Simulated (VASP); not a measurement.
Crystal: C.

```
C
1.0
     2.46729    0.00000    0.00000
    -1.23365    2.13674    0.00000
     0.00000    0.00000    7.80307
C
4
Direct
  0.00000 0.00000 0.25000
  0.00000 0.00000 0.75000
  0.33333 0.66667 0.25000
  0.66667 0.33333 0.75000
```

```yaml
Program: VASP 6.6.1
Task: relaxation of cell and atoms
Functional: PBE
Dispersion: D3(BJ)
Potentials_or_basis: VASP PAW PBE potentials, release 64 (C)
Cutoff: 600 eV
k_mesh: 12 × 12 × 4
Occupations: fermi-dirac, width 0.02 eV
Spin: no spin polarisation
```

At the start: pressure -1.1 GPa; volume 10.28 Å³/atom.

Question: How do energy, volume and symmetry change on relaxing?

Answer: Over 12 steps the energy falls by 15.3 meV/atom and the volume is 8.78 Å³/atom (-14.7 %); space group P6_3/mmc (No. 194, to 0.05 Å).

The path:
| step | energy change (eV) | largest force (eV/Å) | pressure (GPa) | volume (Å³) |
| --- | --- | --- | --- | --- |
| 1 | 0.0000 | 0.0000 | -1.12 | 41.14 |
| 2 | -0.0034 | 0.0000 | 0.23 | 40.71 |
| 3 | -0.0050 | 0.0000 | 1.79 | 40.24 |
| 4 | -0.0058 | 0.0000 | 1.77 | 40.18 |
| 5 | -0.0083 | 0.0000 | 1.71 | 40.02 |
| 6 | -0.0133 | 0.0000 | 1.60 | 39.70 |
| 7 | -0.0230 | 0.0000 | 1.39 | 39.05 |
| 8 | -0.0410 | 0.0000 | 1.01 | 37.75 |
| 9 | -0.0611 | 0.0000 | 0.50 | 35.14 |
| 10 | -0.0611 | 0.0000 | 0.49 | 35.01 |
| 11 | -0.0611 | 0.0000 | -0.46 | 35.19 |
| 12 | -0.0612 | 0.0000 | -0.02 | 35.11 |

Final structure:
```cif
data_structure
_symmetry_space_group_name_H-M 'P 1'
_symmetry_Int_Tables_number 1
_cell_length_a 2.4652
_cell_length_b 2.4652
_cell_length_c 6.6702
_cell_angle_alpha 90.000
_cell_angle_beta 90.000
_cell_angle_gamma 120.000
_cell_volume 35.11
loop_
_atom_site_label
_atom_site_type_symbol
_atom_site_fract_x
_atom_site_fract_y
_atom_site_fract_z
_atom_site_occupancy
C1 C 0.00000 0.00000 0.25000 1
C2 C 0.00000 0.00000 0.75000 1
C3 C 0.33333 0.66667 0.25000 1
C4 C 0.66667 0.33333 0.75000 1
```
